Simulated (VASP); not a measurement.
Input:

```
CdSe
1.0
    2.16846    -3.75588     0.00000
    2.16846     3.75588     0.00000
    0.00000     0.00000     7.06649
Cd Se
2 2
Direct
  0.66667   0.33333   0.50001
  0.33333   0.66667   0.00001
  0.66667   0.33333   0.87599
  0.33333   0.66667   0.37599
```

Level of theory: r2SCAN meta-GGA, VASP's PBE PAW potentials (set 64) (plane waves; VASP 6.6.1). Run with 400 eV cut-off, 11×11×6 Γ-centred mesh, Gaussian smearing of 0.010 eV, potentials Cd Se.

**Question.** The job: CdSe (wurtzite), 4 atoms, r2SCAN, optics run with many empty bands, 400 eV, 11×11×6 Γ-centred mesh. Roughly how much core time does it take on a busy server core?

**Answer.** About 10 core-minutes (one run on a shared machine, a rough figure). It had 64 irreducible k-points, 66 bands, up to 2105 plane waves and 25 electronic steps.

The compound is CdSe in the wurtzite structure. It was relaxed first.
